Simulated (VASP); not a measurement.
Computed with r2SCAN meta-GGA, VASP's PBE PAW potentials (set 64) (plane waves; VASP).

Input for VASP

**INCAR**
```
ISIF=2   ! forces and stress, cell fixed
LASPH=T
ISMEAR=-5   ! tetrahedra, Bloechl
SYSTEM=Al2O3
LWAVE=F
LREAL=F   ! projection in real space or not
ALGO=Normal   ! blocked Davidson
LEFG=T
LMIXTAU=T
LORBIT=11   ! lm-projected
LCHARG=F
METAGGA=R2SCAN
EDIFF=1E-7   ! SCF stop (eV)
NEDOS=601   ! DOS grid
NELM=100   ! most electronic steps
ENCUT=520
PREC=Accurate
```

File KPOINTS_OPT:
```
k-points along high-symmetry lines
8
Line-mode
Reciprocal
  0.000000   0.000000   0.000000 ! GAMMA
 -0.500000  -0.500000  -0.500000 ! T

 -0.500000  -0.500000  -0.500000 ! T
 -0.500000  -0.181719  -0.818281 ! H_2

 -0.181719   0.181719  -0.500000 ! H_0
  0.000000   0.000000  -0.500000 ! L

  0.000000   0.000000  -0.500000 ! L
  0.000000   0.000000   0.000000 ! GAMMA

  0.000000   0.000000   0.000000 ! GAMMA
  0.000000   0.340859  -0.340860 ! S_0

 -0.340860   0.000000  -0.659141 ! S_2
 -0.500000   0.000000  -0.500000 ! F

 -0.500000   0.000000  -0.500000 ! F
  0.000000   0.000000   0.000000 ! GAMMA
```

File KPOINTS:
```
K-points
0
gamma
10 10 10
```

POSCAR:
```
Al2O3
1
    1.5016800710     0.8669951283     5.7687170561
   -1.5016800710     0.8669951283     5.7687170561
    0.0000000000    -1.7339912574     5.7687170562
Al O
2 3
Direct
  0.8070431774   0.8070431774   0.8070431774
  0.3067162385   0.3067162385   0.3067162385
  0.9718339189   0.9718339189   0.9718339189
  0.4178995826   0.4178995826   0.4178995826
  0.1934900827   0.1934900827   0.1934900827
```

POTCAR, in this order: Al O (PBE.64 set). Program: vasp_std.

Output

File OSZICAR:
```
       N       E                     dE             d eps       ncg     rms          rms(c)
DAV:   1     0.861223259425E+02    0.86122E+02   -0.13290E+04  3712   0.143E+03
DAV:   2    -0.551483069058E+02   -0.14127E+03   -0.14033E+03  4616   0.291E+02
DAV:   3    -0.590421212118E+02   -0.38938E+01   -0.38898E+01  4832   0.562E+01
DAV:   4    -0.590607426241E+02   -0.18621E-01   -0.18620E-01  5176   0.404E+00
DAV:   5    -0.590609467726E+02   -0.20415E-03   -0.20415E-03  5072   0.391E-01    0.131E+01
DAV:   6    -0.497923133010E+02    0.92686E+01   -0.12981E+01  4560   0.253E+01    0.551E+00
DAV:   7    -0.467914550068E+02    0.30009E+01   -0.80317E-01  4672   0.988E+00    0.278E+00
DAV:   8    -0.506889289584E+02   -0.38975E+01   -0.14962E+00  4512   0.920E+00    0.184E+00
DAV:   9    -0.472990263753E+02    0.33899E+01   -0.88493E-01  3712   0.768E+00    0.344E-01
DAV:  10    -0.475700480093E+02   -0.27102E+00   -0.19080E-01  3792   0.486E+00    0.425E-01
DAV:  11    -0.475156640984E+02    0.54384E-01   -0.12541E-02  5120   0.137E+00    0.286E-01
DAV:  12    -0.475882474955E+02   -0.72583E-01   -0.22723E-02  3800   0.166E+00    0.711E-02
DAV:  13    -0.475905014846E+02   -0.22540E-02   -0.15557E-03  5336   0.506E-01    0.300E-02
DAV:  14    -0.475910787460E+02   -0.57726E-03   -0.55259E-04  3944   0.292E-01    0.258E-02
DAV:  15    -0.475912430598E+02   -0.16431E-03   -0.44238E-05  4792   0.918E-02    0.160E-02
DAV:  16    -0.475912835495E+02   -0.40490E-04   -0.57760E-05  4088   0.646E-02    0.478E-03
DAV:  17    -0.475912986871E+02   -0.15138E-04   -0.13956E-05  3944   0.491E-02    0.212E-03
DAV:  18    -0.475913014812E+02   -0.27942E-05   -0.12538E-06  5136   0.136E-02    0.782E-04
DAV:  19    -0.475913015410E+02   -0.59749E-07   -0.14155E-07  3432   0.515E-03
   1 F= -.47591302E+02 E0= -.47591302E+02  d E =0.000000E+00
       N       E                     dE             ncg
```

### OUTCAR
```
------------------------ aborting loop because EDIFF is reached ----------------------------------------
  FORCE on cell =-STRESS in cart. coord.  units (eV):
  Direction    XX          YY          ZZ          XY          YZ          ZX
  --------------------------------------------------------------------------------------
  Total       -0.0338969     -0.0338969      0.0812828      0.0000000     -0.0000000     -0.0000000
  in kB       -1.2051630     -1.2051632      2.8899108      0.0000000     -0.0000002     -0.0000000
  external PRESSURE =       0.1598616 kB  Pullay stress =       0.0000000 kB
  volume of cell :       45.06
      direct lattice vectors                 reciprocal lattice vectors
     1.501680071  0.866995128  5.768717056     0.332960402  0.192234762  0.057782934
    -1.501680071  0.866995128  5.768717056    -0.332960402  0.192234762  0.057782934
     0.000000000 -1.733991257  5.768717056     0.000000000 -0.384469525  0.057782901
 POSITION                                       TOTAL-FORCE (eV/Angst)
 -----------------------------------------------------------------------------------
      0.00000     -0.00000     13.96681         0.000000      0.000000     -0.018392
      0.00000     -0.00000      5.30808         0.000000     -0.000000      0.001317
      0.00000     -0.00000     16.81870         0.000000     -0.000000      0.009952
      0.00000     -0.00000      7.23223         0.000000      0.000000     -0.011712
      0.00000     -0.00000      3.34857         0.000000     -0.000000      0.018836
 -----------------------------------------------------------------------------------
    total drift:                                0.000000      0.000009      0.009427
  FREE ENERGIE OF THE ION-ELECTRON SYSTEM (eV)
  ---------------------------------------------------
  free  energy   TOTEN  =       -47.5913015410 eV

  energy  without entropy=      -47.5913015410  energy(sigma->0) =      -47.59130154

 total charge

# of ion       s       p       d       tot
------------------------------------------
    1        0.288   0.351   0.000   0.638
    2        0.339   0.466   0.000   0.805
    3        1.562   3.757   0.000   5.319
    4        1.552   3.614   0.000   5.166
    5        1.552   3.625   0.000   5.177
--------------------------------------------------
tot          5.293  11.813   0.000  17.106

 Electric field gradients after diagonalization (V/A^2)
 (convention: |V_zz| > |V_xx| > |V_yy|)
----------------------------------------------------------------------
 ion       V_xx      V_yy      V_zz     asymmetry (V_yy - V_xx)/ V_zz
----------------------------------------------------------------------
   1      -6.992    -6.992    13.985       0.000
   2     -10.472   -10.472    20.943       0.000
   3      42.324    42.324   -84.648       0.000
   4       4.504     4.504    -9.009       0.000
   5       4.895     4.895    -9.789       0.000
```
(Selected blocks of OUTCAR.)

The structure comes from a computed database's Al2O3 entry (R3m); how it stands against other phases isn't given here. It was relaxed first.
